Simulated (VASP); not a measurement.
Consider the following.

```yaml
crystal:
  lattice:
    - [2.72650, 1.57414, 5.93177]
    - [-2.72650, 1.57414, 5.93177]
    - [0.00000, -3.14829, 5.93177]
  atoms:
    - { symbol: K, position: [0.36147, 0.36147, 0.36147] }
    - { symbol: K, position: [0.63853, 0.63853, 0.63853] }
    - { symbol: O, position: [0.14688, 0.55795, 0.99000] }
    - { symbol: O, position: [0.99000, 0.14688, 0.55795] }
    - { symbol: O, position: [0.55795, 0.99000, 0.14688] }
    - { symbol: O, position: [0.85312, 0.44205, 0.01000] }
    - { symbol: O, position: [0.01000, 0.85312, 0.44205] }
    - { symbol: O, position: [0.44205, 0.01000, 0.85312] }
    - { symbol: Ta, position: [0.15781, 0.15781, 0.15781] }
    - { symbol: Ta, position: [0.84219, 0.84219, 0.84219] }
```

Calculation: r2SCAN meta-GGA, VASP's PBE PAW potentials (set 64) (plane waves; VASP). Run with 520 eV cut-off, 6×6×6 Γ-centred mesh, tetrahedra with Blöchl corrections, potentials K_sv O Ta_pv.

Unless said otherwise, spin-orbit coupling is left out, though it shifts the bands of the heavy elements here.

Task: Give the energies of bands 31 to 44 at the high-symmetry points, in eV from the valence-band maximum.

Result: 
```tsv
band	Γ	T	H2	L	S0	F
31	-1.95	-1.87	-1.50	-1.53	-1.60	-1.54
32	-0.85	-1.15	-1.18	-1.18	-1.21	-1.26
33	-0.60	-0.64	-1.02	-1.07	-1.09	-1.07
34	-0.60	-0.64	-0.82	-0.81	-0.79	-0.75
35	-0.56	-0.59	-0.66	-0.65	-0.68	-0.66
36	-0.39	-0.30	-0.59	-0.63	-0.62	-0.63
37	-0.39	-0.30	-0.24	-0.26	-0.21	-0.26
38	0.00	-0.13	-0.16	-0.24	-0.14	-0.21
39	5.24	5.40	5.05	5.15	5.02	5.08
40	5.44	5.47	5.34	5.38	5.31	5.45
41	5.76	5.74	5.37	5.43	5.35	5.50
42	5.76	5.74	5.89	5.53	5.96	5.51
43	6.02	6.17	6.23	6.32	6.18	6.45
44	6.19	6.17	6.54	6.55	6.55	6.53
```

The gap is indirect, 5.00 eV, from the valence maximum at Γ to the conduction minimum at (-0.33, 0.33, 0.00).

The structure was generated: KTaO3 was put into the ilmenite type (R-3), which need not be its known phase. It was relaxed first.
